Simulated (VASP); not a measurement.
A convergence study with VASP on TiCo (CsCl type): one setting is varied, all else stays as given below, so the limit is that of these other settings.

```xyz
2
Lattice="2.9900 0.0000 0.0000 0.0000 2.9900 0.0000 0.0000 0.0000 2.9900" Properties=species:S:1:pos:R:3 pbc="T T T"
Ti     0.0000     0.0000     0.0000
Co     1.4950     1.4950     1.4950
```

All values below come from PBE GGA, VASP's PBE PAW potentials (set 64) (plane waves; VASP 6.6.1). The tightest run used: 550 eV cut-off, 22×22×22 Γ-centred mesh, first-order Methfessel-Paxton smearing of 0.10 eV, potentials Ti_sv Co.

```tsv
setting	E (eV/atom)	pressure (GPa)	irreducible k-points
1×1×1 mesh	-11.1022	-37.49	1
2×2×2 mesh	-7.2317	-3.30	4
3×3×3 mesh	-7.8411	-5.24	4
4×4×4 mesh	-7.8378	-3.53	10
5×5×5 mesh	-7.7849	-3.22	10
6×6×6 mesh	-7.8278	-3.31	20
```

These are the cheaper rows. Estimate the results at 22×22×22 mesh, and how far the last row shown lies from them.

```tsv
quantity	tightest run	last row shown is off by
E (eV/atom)	-7.8160	-0.0118
pressure (GPa)	-3.60	0.30
```

Left out are rungs that failed or repeat a setting and relaxations that didn't move; long series are thinned to 24 rows.

The compound is TiCo in the CsCl type structure. The cell was not relaxed at this level. The run is not spin-polarised, so no magnetic state was tried. The electron count is odd and the run is not spin-polarised, which forces a metal.
